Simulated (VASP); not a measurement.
# Si28BC27 (a cell with a defect) in VASP: notebook, part 2 of 2

VASP 6.6.1.

## (3) Single point, HSE06, collinear spin, ferromagnetic start

The input, POSCAR:

```
Si28BC27                                
1.0
    1.5465940000      8.0363460000      0.0000000000
   -7.7329770000     -2.6787820000      0.0000000000
    0.0000000000      0.0000000000     10.1265810000
  Si              B               C             
    28     1    27
Direct
     0.3333963181999455    0.6667327525477322    0.9419071541752552
     0.1902951526394054    0.2387511136877156    0.9383048304991055
     0.6195118637808679    0.5249159654409273    0.9382064477260597
     0.0485368581752431    0.8098418404384311    0.9382440873186583
     0.4752801448385131    0.0947771645865906    0.9380944453576633
     0.9053529845490775    0.3806229254674163    0.9382109069759187
     0.7612857303796562    0.9515963551272411    0.9383381753725150
     0.5236611340126049    0.9048678168739570    0.4372943062801309
     0.3812566776906149    0.4767697376410302    0.4372823969680462
     0.8112924634224327    0.7621445788836072    0.4366202776149493
     0.2383585216278729    0.0496356653852790    0.4366222963732120
     0.6668872575400722    0.3335895497265235    0.4375201971573219
     0.0955947210178165    0.6192249130328822    0.4372261321762901
     0.9509572611550683    0.1891060838794896    0.4365882509375891
     0.2851807766019943    0.8608677171770897    0.6845488192769360
     0.1401411970021453    0.4250869164331744    0.6846680944178202
     0.5758126505626783    0.7158919581823255    0.6846631992671998
     0.0004434478929832    0.0006266027730092    0.6871079138702056
     0.4295451961243958    0.2884044385841575    0.6874752625516174
     0.8590962068153730    0.5715087406912374    0.6875046371370324
     0.7126344288761381    0.1419132796811812    0.6874527699438354
     0.2854022766455650    0.8581264998127519    0.1891901773225567
     0.1419113870217560    0.4273722567238387    0.1892462138086505
     0.5726163942742996    0.7146304376922606    0.1892739534995110
     0.0000125246951082    0.9999854607778199    0.1874448471207265
     0.4286981340364250    0.2864373688730945    0.1876445016473340
     0.8577383806185099    0.5713270929130465    0.1876703612285932
     0.7136395985475633    0.1423716337031354    0.1876285064739679
     0.3336590653470375    0.6673215523814269    0.7511680319077583
     0.1903421249859299    0.2365974738393546    0.7502342583165171
     0.6221098361150182    0.5247122715533019    0.7501906421155238
     0.0466226851035828    0.8108100909824471    0.7501793963597515
     0.4763689036553592    0.0981951258200401    0.7501014625764321
     0.9028183778176141    0.3788798972584386    0.7501714503213459
     0.7644200654799375    0.9544794880384760    0.7502369444294895
     0.5237730949585163    0.9049583810882363    0.2500025760124962
     0.3810960715510601    0.4763036083287693    0.2500106784644441
     0.8113273674842350    0.7619441513379240    0.2498153460541278
     0.2380596913510594    0.0494661626569160    0.2498124733054222
     0.6667127616935608    0.3333936766073027    0.2496968200985675
     0.0951575236027486    0.6189295304142901    0.2499690538229924
     0.9506291154815710    0.1886702218698322    0.2497961475337121
     0.2852490350665180    0.8594279289273712    0.4976200991992457
     0.1410875243560922    0.4262772421714827    0.4976967299069993
     0.5742107212960141    0.7152603577470134    0.4977365356042904
     0.0001901724625264    0.0002958455759490    0.5003028714720508
     0.4291722355061427    0.2869036793866845    0.5004909129287574
     0.8578321057769392    0.5714210496585062    0.5004946693428847
     0.7137766250809787    0.1426993015968717    0.5004699021291795
     0.2852908999106045    0.8588957290256460    0.0036892474825920
     0.1411824168835115    0.4264594545510532    0.0037269950554008
     0.5735534380187968    0.7147924686626534    0.0037797285405858
     0.9999934247802795    0.0000239472969527    0.0004088557425364
     0.4288460694865485    0.2864209717049677    0.0003512662836412
     0.8575978590559485    0.5712218652153572    0.0003631729836348
     0.7136416189477481    0.1424969995657937    0.0003504495108677
```

The input, INCAR.step1:

```
PREC = Normal ; ENCUT = 400
EDIFF = 1E-5 ; ISMEAR = 0
SIGMA = 0.01 ; LREAL = Auto
LASPH = T ; NELM = 150
ALGO = Normal ; ISIF = 2
LWAVE = T ; ISPIN = 2
MAGMOM = 0.2 0 0 0 0 0 0 0 0 0 0 0 0 0 0.2 0.2 0.2 0 0 0 0 0 0 0 0 0 0 0 0.2 0 0 0 0 0 0 0 0 0 0 0 0 0 0 0 0 0 0 0 0 0 0 0 0 0 0 0 ; LORBIT = 11
NBANDS = 150 ; AMIX = 0.2
BMIX = 1E-4 ; AMIX_MAG = 0.8
BMIX_MAG = 1E-4 ; ICORELEVEL = 1
GGA = PE
```

The input, INCAR.step2:

```
PREC = Normal ; ENCUT = 400
EDIFF = 1E-7 ; ISMEAR = 0
SIGMA = 0.01 ; LREAL = Auto
LASPH = T ; NELM = 150
ALGO = Normal ; ISIF = 2
LWAVE = F ; LCHARG = F
ISPIN = 2 ; MAGMOM = 0.2 0 0 0 0 0 0 0 0 0 0 0 0 0 0.2 0.2 0.2 0 0 0 0 0 0 0 0 0 0 0 0.2 0 0 0 0 0 0 0 0 0 0 0 0 0 0 0 0 0 0 0 0 0 0 0 0 0 0 0
LORBIT = 11 ; GGA = PE
LHFCALC = T ; HFSCREEN = 0.2
PRECFOCK = Fast ; NBANDS = 150
AMIX = 0.2 ; BMIX = 1E-4
AMIX_MAG = 0.8 ; BMIX_MAG = 1E-4
ICORELEVEL = 1 ; ISTART = 1
```

The input, KPOINTS:

```
regular mesh
0
Gamma
  1 1 1
```

Potentials or basis: VASP PAW PBE potentials, release 64 (Si, B, C).

Command:

```sh
> cat potpaw_PBE.64/Si/POTCAR potpaw_PBE.64/B/POTCAR potpaw_PBE.64/C/POTCAR > POTCAR
> cp INCAR.step1 INCAR
> mpirun -np 8 vasp_gam > vasp.out
> cp INCAR.step2 INCAR
> mpirun -np 8 vasp_gam > vasp.out
```

It took 2.8 min on 8 MPI ranks of Intel Xeon 6975P-C (Granite Rapids), shared host; peak memory 0.38 GiB.

Results (log left out):

```yaml
Free_energy: -486.4132 eV
Largest_force: 0.973 eV/Å
Band_gap_on_the_k_mesh: 0.73 eV, direct
Net_moment: 1.00 μB per cell
Site_moments: Si -0.01, -0.00, +0.00, +0.04, +0.02; B +0.14; C +0.05, +0.07, +0.00, +0.01, +0.02 μB
Valence_electrons_inside_the_program's_atomic_spheres: Si 1.73, 1.69, 1.71, 1.72, 1.70; B 2.15; C 2.53, 2.54
```

Forces on the atoms (eV/Å):
```
Si   0.154 -0.023  0.330
Si   0.007 -0.009  0.113
Si   0.058 -0.017  0.203
Si   0.046 -0.018  0.191
Si   0.006 -0.007  0.128
Si   0.063  0.024  0.108
Si   0.017  0.015  0.091
Si  -0.061  0.045  0.036
Si  -0.033 -0.033  0.068
Si  -0.046  0.015  0.054
Si  -0.079 -0.022  0.053
Si  -0.015  0.012  0.071
Si   0.045  0.010  0.063
Si  -0.095  0.013  0.071
Si  -0.881  0.083 -0.406
Si  -0.382 -0.139 -0.101
Si  -0.748  0.322 -0.311
Si  -0.496  0.050 -0.221
Si  -0.239 -0.090 -0.149
Si  -0.205  0.166 -0.237
Si  -0.295  0.100 -0.138
Si   0.028  0.018 -0.065
Si   0.026 -0.006 -0.117
Si   0.016  0.000 -0.083
Si   0.002 -0.020 -0.045
Si  -0.027  0.013 -0.096
Si   0.019  0.002 -0.095
Si   0.014 -0.005 -0.095
B    0.712 -0.103  0.159
C    0.335  0.222  0.016
C    0.201 -0.367  0.094
C    0.537  0.236  0.104
C    0.393 -0.244 -0.009
C    0.285 -0.296  0.012
C    0.349  0.086 -0.030
C    0.005 -0.011 -0.003
C    0.001  0.011 -0.002
C   -0.038 -0.021  0.010
C    0.038 -0.001  0.018
C   -0.005 -0.001 -0.008
C   -0.022 -0.005 -0.001
C   -0.006  0.042 -0.006
C    0.118  0.027  0.156
C    0.075 -0.033 -0.050
C    0.095 -0.044  0.080
C    0.091  0.015  0.046
C    0.063 -0.003  0.053
C    0.009 -0.029  0.059
C    0.061 -0.014  0.044
C   -0.056  0.006 -0.066
C   -0.069  0.006  0.033
C    0.000  0.006 -0.046
C   -0.005  0.019 -0.013
C   -0.005  0.004 -0.022
C   -0.047 -0.006 -0.027
C   -0.012  0.001 -0.024
```

Levels at points of the mesh, in eV from the valence-band top:
Spin up:
| k point | band 108 | band 109 | band 110 | band 111 | band 112 | band 113 | band 114 | band 115 | band 116 | band 117 |
| --- | --- | --- | --- | --- | --- | --- | --- | --- | --- | --- |
| (0.00, 0.00, 0.00) | -0.84 | -0.73 | -0.21 | -0.18 | -0.06 | 4.33 | 4.34 | 4.37 | 4.40 | 4.43 |
Spin down:
```tsv
k point	band 107	band 108	band 109	band 110	band 111	band 112	band 113	band 114	band 115	band 116
(0.00, 0.00, 0.00)	-0.93	-0.70	-0.58	-0.15	0.00	0.73	4.34	4.35	4.37	4.42
```

Core levels (eV, on the scale of the bands):
```tsv
atom	levels
1 Si	1s -1771.1, 2s -125.0, 2p -81.0
2 Si	1s -1771.8, 2s -125.6, 2p -81.6
3 Si	1s -1771.9, 2s -125.6, 2p -81.6
4 Si	1s -1771.9, 2s -125.6, 2p -81.6
5 Si	1s -1771.8, 2s -125.6, 2p -81.6
6 Si	1s -1771.8, 2s -125.5, 2p -81.6
```

Caveat: the PAW data sets were made with another functional, which shifts forces and pressure a little.
